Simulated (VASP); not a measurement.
An input for Quantum ESPRESSO's pw.x (written as the equivalent of a VASP run, and not itself run):

```
&CONTROL
  calculation = 'scf'
  pseudo_dir = './pseudo'
  outdir = './out'
  tprnfor = .true.
  tstress = .true.
/
&SYSTEM
  ibrav = 0
  nat = 2
  ntyp = 1
  ecutwfc = 84
  occupations = 'smearing'
  smearing = 'methfessel-paxton'
  degauss = 0.00735
  input_dft = 'pbe'
/
&ELECTRONS
  conv_thr = 7.3e-08
  electron_maxstep = 100
/
ATOMIC_SPECIES
  Mg 24.305 Mg.upf
CELL_PARAMETERS angstrom
     1.6371000   -2.8355410    0.0000000
     1.6371000    2.8355410    0.0000000
     0.0000000    0.0000000    5.3142000
ATOMIC_POSITIONS crystal
  Mg   0.3333330  0.6666670  0.2500000
  Mg   0.6666670  0.3333330  0.7500000
K_POINTS automatic
  10 10 5 0 0 0
```

Q: Translate this input to VASP (INCAR, KPOINTS, POSCAR, choice of POTCAR).

A: One answer among several that fit: 
### POSCAR
```
Mg
1.0
  1.6371000000  -2.8355410000   0.0000000000
  1.6371000000   2.8355410000   0.0000000000
  0.0000000000   0.0000000000   5.3142000000
Mg
2
Cart
  1.6371000000   0.9451822237   1.3285500000
  1.6371000000  -0.9451822237   3.9856500000
```

KPOINTS:
```
Automatic mesh
0
Gamma
10 10 5
0 0 0
```

**INCAR**
```
ALGO=Normal
EDIFF=1E-6
LCHARG=F
PREC=Accurate
LWAVE=F
ISMEAR=1
SIGMA=0.1
NELM=100   # most electronic steps
LASPH=T
SYSTEM=Mg
ENCUT=400   # plane-wave cut-off (eV)
LREAL=F   # projection in real space or not
GGA=PE
ISIF=2
```

POTCAR, in this order: Mg (PBE.64 set). Program: vasp_std.

Limits of the translation: the potentials are each code's own (VASP's PAW set, PseudoDojo norm-conserving files in pw.x), so ENCUT and ecutwfc are chosen apart and not converted; conv_thr bounds pw.x's estimated SCF error, while EDIFF bounds the energy change between steps.

The compound is Mg in the hcp structure. The cell was not relaxed at this level.
